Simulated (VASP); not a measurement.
```
CELL_PARAMETERS angstrom
      4.58088     0.00000     0.00000
      0.00000     4.39998     0.00000
      0.00000     0.00000    20.98882
ATOMIC_POSITIONS crystal
  Sb 0.53918 0.00000 0.56647
  Sb 0.96082 0.50000 0.56647
  Sb 0.46082 0.00000 0.43353
  Sb 0.03918 0.50000 0.43353
```

Calculation: PBEsol GGA, VASP's PBE PAW potentials (set 64) (plane waves; VASP 6.6.1). Settings: 400 eV cut-off, 11×12×1 Γ-centred mesh, Gaussian smearing of 0.010 eV, potentials Sb.

The cell holds a wide vacuum, so values per volume refer to the whole cell.

Question: Which forces act on the atoms, in eV/Å?

Answer: 
```tsv
atom	Fx	Fy	Fz
Sb1	-0.052	0.000	0.063
Sb2	0.052	0.000	0.063
Sb3	0.052	0.000	-0.063
Sb4	-0.052	0.000	-0.063
```

Question: Give the stress tensor in GPa (positive for a compressed cell).

Answer: 
```
 0.16   0.00   0.00
 0.00  -0.15   0.00
 0.00   0.00   0.13
```
The pressure is its mean diagonal, 0.05 GPa.

The cell is a sheet with vacuum, built from a generated structure.
